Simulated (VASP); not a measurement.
# NbSiSn (P4/nmm) in VASP: single point with r2SCAN

Aim: the single point of NbSiSn with r2SCAN.

Everything below comes from runs of VASP 6.6.1. Logs are shortened: lines on timing, memory, paths and dates and some standing lists are left out, and cuts for length are marked.

### 1 The crystal as given

The structure is tetragonal, space group P4/nmm (No. 129). The conventional cell has a = 3.388 Å, b = 3.388 Å, c = 8.543 Å, α = 90.00°, β = 90.00°, γ = 90.00°. Sn (site symmetry 4mm) has 5 Si at 2.69 to 2.70 Å and 5 Nb at 2.87 to 3.03 Å as nearest neighbours. Around Nb (site symmetry 4mm) lie 4 Nb at 2.81 Å and 1 Si at 2.82 Å and 5 Sn at 2.87 to 3.03 Å. Si (site symmetry 4mm) has 5 Sn at 2.69 to 2.70 Å and 4 Si at 2.80 Å and 1 Nb at 2.82 Å as nearest neighbours.

The cell was built by a generator and needn't be a form met in nature.

### 2 Single point, r2SCAN

Contents of POSCAR:

```
NbSiSn
1.0
    3.3880438100      0.0000000000      0.0000000000
    0.0000000000      3.3880438100      0.0000000000
    0.0000000000      0.0000000000      8.5427671500
Sn Nb Si
2 2 2
Direct
    0.7500000000      0.7500000000      0.7306300000
    0.2500000000      0.2500000000      0.2693700000
    0.2500000000      0.2500000000      0.9146000000
    0.7500000000      0.7500000000      0.0854000000
    0.7500000000      0.7500000000      0.4152000000
    0.2500000000      0.2500000000      0.5848000000
```

Contents of INCAR.step1:

```
PREC = Accurate
ENCUT = 520
ISMEAR = -5
SIGMA = 0.0448
LREAL = False
LASPH = True
NELM = 100
LMAXMIX = 4
GGA = PE
ALGO = Normal
EDIFF = 1E-4
LWAVE = True
LCHARG = False
```

Contents of INCAR.step2:

```
PREC = Accurate
ENCUT = 520
EDIFF = 1E-6
ISMEAR = 1
SIGMA = 0.0448
LREAL = False
LASPH = True
NELM = 100
ALGO = Normal
ISIF = 2
LWAVE = False
LCHARG = False
LMAXMIX = 4
METAGGA = R2SCAN
LMIXTAU = True
LORBIT = 11
ISTART = 1
```

Contents of KPOINTS:

```
regular mesh
0
Gamma
  10 10 4
```

Potentials or basis: VASP PAW PBE potentials, release 64 (Sn_d, Nb_sv, Si).

Run with:

```
$ cat potpaw_PBE.64/Sn_d/POTCAR potpaw_PBE.64/Nb_sv/POTCAR potpaw_PBE.64/Si/POTCAR > POTCAR
$ cp INCAR.step1 INCAR
$ mpirun -np 1 vasp_std > vasp.out
$ cp INCAR.step2 INCAR
$ mpirun -np 1 vasp_std > vasp.out
```

OUTCAR:

```text
PREC = Accurate
   ENCUT = 520
   EDIFF = 1E-6
   ISMEAR = 1
   LREAL = False
   LASPH = True
   NELM = 100
   ISIF = 2
   METAGGA = R2SCAN
   LORBIT = 11
   ISTART = 1

 ion  position               nearest neighbor table
   1  0.750  0.750  0.731-   5 2.69   6 2.70   6 2.70   6 2.70   6 2.70   3 2.87   3 2.87   3 2.87
                             3 2.87   4 3.03
   2  0.250  0.250  0.269-   6 2.69   5 2.70   5 2.70   5 2.70   5 2.70   4 2.87   4 2.87   4 2.87
                             4 2.87   3 3.03
   3  0.250  0.250  0.915-   4 2.81   4 2.81   4 2.81   4 2.81   6 2.82   1 2.87   1 2.87   1 2.87
                             1 2.87   2 3.03
   4  0.750  0.750  0.085-   3 2.81   3 2.81   3 2.81   3 2.81   5 2.82   2 2.87   2 2.87   2 2.87
                             2 2.87   1 3.03
   5  0.750  0.750  0.415-   1 2.69   2 2.70   2 2.70   2 2.70   2 2.70   6 2.80   6 2.80   6 2.80
                             6 2.80   4 2.82
   6  0.250  0.250  0.585-   2 2.69   1 2.70   1 2.70   1 2.70   1 2.70   5 2.80   5 2.80   5 2.80
                             5 2.80   3 2.82

  LATTYP: Found a simple tetragonal cell.
 ALAT       =     3.3880438100
 C/A-ratio  =     2.5214453027

  Lattice vectors:

 A1 = (   3.3880438100,   0.0000000000,   0.0000000000)
 A2 = (   0.0000000000,   3.3880438100,   0.0000000000)
 A3 = (   0.0000000000,   0.0000000000,   8.5427671500)

Analysis of symmetry for initial positions (statically):
=====================================================================
 Subroutine PRICEL returns:
 Original cell was already a primitive cell.

 Routine SETGRP: Setting up the symmetry group for a
 simple tetragonal supercell.

 Subroutine GETGRP returns: Found 16 space group operations
 (whereof  4 operations were pure point group operations)
 out of a pool of 16 trial point group operations.

The static configuration has the point symmetry C_2h.
 The point group associated with its full space group is D_4h.

Analysis of symmetry for dynamics (positions and initial velocities):
=====================================================================
 Subroutine PRICEL returns:
 Original cell was already a primitive cell.

 Routine SETGRP: Setting up the symmetry group for a
 simple tetragonal supercell.

 Subroutine GETGRP returns: Found 16 space group operations
 (whereof  4 operations were pure point group operations)
 out of a pool of 16 trial point group operations.

The dynamic configuration has the point symmetry C_2h.
 The point group associated with its full space group is D_4h.

 Subroutine INISYM returns: Found 16 space group operations
 (whereof  4 operations are pure point group operations),
 and found     1 'primitive' translations

----------------------------------------------------------------------------------------

                                     Primitive cell

  volume of cell :      98.0611

  direct lattice vectors                    reciprocal lattice vectors
     3.388043810  0.000000000  0.000000000     0.295155569  0.000000000  0.000000000
     0.000000000  3.388043810  0.000000000     0.000000000  0.295155569  0.000000000
     0.000000000  0.000000000  8.542767150     0.000000000  0.000000000  0.117058089

  length of vectors
     3.388043810  3.388043810  8.542767150     0.295155569  0.295155569  0.117058089

  position of ions in fractional coordinates (direct lattice)
     0.750000000  0.750000000  0.730630000
     0.250000000  0.250000000  0.269370000
     0.250000000  0.250000000  0.914600000
     0.750000000  0.750000000  0.085400000
     0.750000000  0.750000000  0.415200000
     0.250000000  0.250000000  0.584800000

  ion indices of the primitive-cell ions
   primitive index   ion index
                 1           1
                 2           2
                 3           3
                 4           4
                 5           5
                 6           6

----------------------------------------------------------------------------------------

 KPOINTS: regular mesh

Automatic generation of k-mesh.
 Grid dimensions read from file:
 generate k-points for:   10   10    4

 Generating k-lattice:

  Cartesian coordinates                     Fractional coordinates (reciprocal lattice)
     0.029515557  0.000000000  0.000000000     0.100000000  0.000000000  0.000000000
     0.000000000  0.029515557  0.000000000     0.000000000  0.100000000  0.000000000
     0.000000000  0.000000000  0.029264522     0.000000000  0.000000000  0.250000000

  Length of vectors
     0.029515557  0.029515557  0.029264522

  Shift w.r.t. Gamma in fractional coordinates (k-lattice)
     0.000000000  0.000000000  0.000000000

 Subroutine IBZKPT returns following result:
 ===========================================

 Found     63 irreducible k-points:

 Following reciprocal coordinates:
            Coordinates               Weight
  0.000000  0.000000  0.000000      1.000000
  0.100000  0.000000  0.000000      4.000000
  0.200000  0.000000  0.000000      4.000000
  0.300000  0.000000  0.000000      4.000000
  0.400000  0.000000  0.000000      4.000000
  0.500000  0.000000  0.000000      2.000000
[... 16 lines left out ...]
  0.100000  0.000000  0.250000      8.000000
  0.200000  0.000000  0.250000      8.000000
 [... further k-points ...]
   k-points           NKPTS =     63   k-points in BZ     NKDIM =     63   number of bands    NBANDS=     37
   number of dos      NEDOS =    301   number of ions     NIONS =      6
   total plane-waves  NPLWV =  50176
   dimension x,y,z NGX =    28 NGY =   28 NGZ =   64
   dimension x,y,z NGXF=    56 NGYF=   56 NGZF=  128
   ions per type =               2   2   2
   NGX,Y,Z   is equivalent  to a cutoff of  13.74, 13.74, 12.45 a.u.
   NGXF,Y,Z  is equivalent  to a cutoff of  27.48, 27.48, 24.91 a.u.
 SYSTEM =  unknown system
   PREC   = accura    normal or accurate (medium, high low for compatibility)
   ISTART =      1    job   : 0-new  1-cont  2-samecut
   ICHARG =      0    charge: 1-file 2-atom 10-const
   ISPIN  =      1    spin polarized calculation?
   LNONCOLLINEAR =      F non collinear calculations
   LSORBIT =      F    spin-orbit coupling
   LASPH  =      T    aspherical Exc in radial PAW
   ENCUT  =  520.0 eV  38.22 Ry    6.18 a.u.   6.30  6.30 15.88*2*pi/ulx,y,z
   NELM   =    100;   NELMIN=  2; NELMDL=  0     # of ELM steps
   EDIFF  = 0.1E-05   stopping-criterion for ELM
   LREAL  =      F    real-space projection
   EDIFFG = 0.1E-04   stopping-criterion for IOM
   NSW    =      0    number of steps for IOM
   IBRION =     -1    ionic relax: 0-MD 1-quasi-New 2-CG
   NFREE  =      0    steps in history (QN), initial steepest desc. (CG)
   ISIF   =      2    stress and relaxation
   ISYM   =      2    0-nonsym 1-usesym 2-fastsym
   POTIM  = 0.5000    time-step for ionic-motion
   TEBEG  =    0.0;   TEEND  =   0.0 temperature during run
   PSTRESS=    0.0 pullay stress
   NELECT =      62.0000    total number of electrons
   NUPDOWN=      -1.0000    fix difference up-down
   EMIN   =  10.00;   EMAX   =-10.00  energy-range for DOS
   EFERMI =   0.00;   METHOD = LEGACY
   ISMEAR =     1;   SIGMA  =   0.04  broadening in eV -4-tet -1-fermi 0-gaus
   EFERMI_NEDOS =   21; number of points for ismear=-14 and -15
   IALGO  =     38    algorithm
   IMIX   =      4    mixing-type and parameters
     AMIX     =   0.40;   BMIX     =  1.00
     AMIX_MAG =   1.60;   BMIX_MAG =  1.00
  volume/ion in A,a.u.               =      16.34       110.29
  Fermi-wavevector in a.u.,A,eV,Ry     =   1.405098  2.655250 26.861977  1.974300
  Thomas-Fermi vector in A             =   2.527593
   LORBIT       =     11    0 simple, 1 ext, 2 COOP (PROOUT), +10 PAW based schemes
   METAGGA = R2SCAN    functional components
   LHFCALC =     F    Hartree Fock is set to
   AEXX    =    0.0000 exact exchange contribution
   IVDW    =     0    specifies the selected vdW correction
   LEPSILON=     F    determine dielectric tensor
   LRPA    =     F    only Hartree local field effects (RPA)
 non-spin polarized calculation
 Methfessel and Paxton  Order N= 1 SIGMA  =   0.04
  energy-cutoff  :      520.00
  volume of cell :       98.06
 maximum number of plane-waves:      2672
 NGX is ok and might be reduce to    28

 number of electron      61.9999983 magnetization

 Free energy of the ion-electron system (eV)
  ---------------------------------------------------
  ext. energy  EPLUGINS =         0.00000000
  ---------------------------------------------------
  free energy    TOTEN  =      -113.89185657 eV

  energy without entropy =     -113.89060232  energy(sigma->0) =     -113.89143849

 E-fermi :  12.5717     XC(G=0): -13.2949

 val. band max:       12.5715553981   @ k =   0.3000   0.1000   0.0000
 cond. band min:      12.5798581196   @ k =   0.1000   0.1000   0.5000
 fundamental gap:      0.0083027216
 Fermi energy:        12.5716760284

 k-point     1 :       0.0000    0.0000    0.0000
  band No.  band energies     occupation
      1     -43.9728      2.00000
      2     -43.6873      2.00000
      3     -19.5743      2.00000
      4     -19.4827      2.00000
      5     -19.4827      2.00000
      6     -19.1760      2.00000
[... 29 lines left out ...]
     36      14.8900      0.00000
     37      16.2956      0.00000

 k-point     2 :       0.1000    0.0000    0.0000
  band No.  band energies     occupation
      1     -43.9644      2.00000
      2     -43.6928      2.00000
      3     -19.5832      2.00000
      4     -19.5352      2.00000
      5     -19.4651      2.00000
      6     -19.1350      2.00000
[... 29 lines left out ...]
     36      15.6852      0.00000
     37      15.7273      0.00000

 k-point     3 :       0.2000    0.0000    0.0000
  band No.  band energies     occupation
      1     -43.9404      2.00000
      2     -43.7092      2.00000
      3     -19.6351      2.00000
      4     -19.6126      2.00000
      5     -19.4143      2.00000
      6     -19.0638      2.00000
[... 29 lines left out ...]
     36      15.2243      0.00000
     37      15.3822      0.00000

 k-point     4 :       0.3000    0.0000    0.0000
  band No.  band energies     occupation
      1     -43.9041      2.00000
      2     -43.7360      2.00000
      3     -19.7225      2.00000
      4     -19.6643      2.00000
      5     -19.3363      2.00000
      6     -19.0061      2.00000
[... 29 lines left out ...]
     36      14.9917      0.00000
     37      15.2321      0.00000
[... 683 lines left out ...]
      1     -43.9728      2.00000
      2     -43.6873      2.00000
      3     -19.5743      2.00000
      4     -19.4827      2.00000
      5     -19.4827      2.00000
      6     -19.1761      2.00000
[... 29 lines left out ...]
     36      15.2355      0.00000
     37      15.3269      0.00000

 k-point    23 :       0.1000    0.0000    0.2500
  band No.  band energies     occupation
      1     -43.9644      2.00000
      2     -43.6928      2.00000
      3     -19.5832      2.00000
      4     -19.5353      2.00000
      5     -19.4651      2.00000
      6     -19.1351      2.00000
[... 29 lines left out ...]
     36      15.0573      0.00000
     37      15.7937      0.00000

 k-point    24 :       0.2000    0.0000    0.2500
  band No.  band energies     occupation
      1     -43.9404      2.00000
      2     -43.7092      2.00000
      3     -19.6351      2.00000
      4     -19.6126      2.00000
      5     -19.4143      2.00000
      6     -19.0638      2.00000
[... 29 lines left out ...]
     36      15.0621      0.00000
     37      16.2083      0.00000

 [... further k-points ...]

------------------------ aborting loop because EDIFF is reached ----------------------------------------

  FORCE on cell =-STRESS in cart. coord.  units (eV):
  Direction    XX          YY          ZZ          XY          YZ          ZX
  --------------------------------------------------------------------------------------
  -------------------------------------------------------------------------------------
  Total       15.5830835     15.5830835      4.1861401     -0.0000000     -0.0000000      0.0000000
  in kB      254.6052631    254.6052631     68.3955321     -0.0000000     -0.0000000      0.0000000
  external PRESSURE =     192.5353527 kB  Pullay stress =       0.0000000 kB

 VOLUME and BASIS-vectors are now :
 -----------------------------------------------------------------------------
  energy-cutoff  :      520.00
  volume of cell :       98.06
      direct lattice vectors                 reciprocal lattice vectors
     3.388043810  0.000000000  0.000000000     0.295155569  0.000000000  0.000000000
     0.000000000  3.388043810  0.000000000     0.000000000  0.295155569  0.000000000
     0.000000000  0.000000000  8.542767150     0.000000000  0.000000000  0.117058089

 POSITION                                       TOTAL-FORCE (eV/Angst)
 -----------------------------------------------------------------------------------
      2.54103      2.54103      6.24160        -0.000000     -0.000000      1.930326
      0.84701      0.84701      2.30117         0.000000      0.000000     -1.930326
      0.84701      0.84701      7.81321        -0.000000     -0.000000     -1.521658
      2.54103      2.54103      0.72955         0.000000      0.000000      1.521658
      2.54103      2.54103      3.54696        -0.000000      0.000000      1.546130
      0.84701      0.84701      4.99581        -0.000000      0.000000     -1.546130
 -----------------------------------------------------------------------------------
    total drift:                                0.000000     -0.000000      0.000000

  FREE ENERGIE OF THE ION-ELECTRON SYSTEM (eV)
  ---------------------------------------------------
  free  energy   TOTEN  =      -113.8918565718 eV

  energy  without entropy=     -113.8906023247  energy(sigma->0) =     -113.89143849

 total charge

# of ion       s       p       d       tot
------------------------------------------
    1        1.114   1.425  10.133  12.672
    2        1.114   1.425  10.133  12.672
    3        2.184   6.005   2.603  10.791
    4        2.184   6.005   2.603  10.791
    5        0.800   0.812   0.000   1.612
    6        0.800   0.812   0.000   1.612
--------------------------------------------------
tot          8.196  16.484  25.472  50.152
```

It took 6 min on 1 thread of Intel Xeon 6975P-C (Granite Rapids), shared host; peak memory 0.37 GiB.

What came out:

- Free energy: -113.8919 eV
- Pressure: 19.3 GPa
- Largest force: 1.930 eV/Å
- Band gap on the k mesh: none (metal or under the smearing width)
- Valence electrons inside the program's atomic spheres: Sn 12.67; Nb 10.79; Si 1.61

Forces in eV/Å, atoms in the order of the input:
```
Sn   0.000  0.000  1.930
Sn   0.000  0.000 -1.930
Nb   0.000  0.000 -1.522
Nb   0.000  0.000  1.522
Si   0.000  0.000  1.546
Si   0.000  0.000 -1.546
```

Stress tensor (GPa, compression positive):
```
25.46  0.00  0.00
 0.00 25.46  0.00
 0.00  0.00  6.84
```

Caveat: so large a pressure means that the cell lies far from this level's equilibrium, or that cutoff or potentials fall short; the potentials were made for another functional, which shifts forces and pressure.
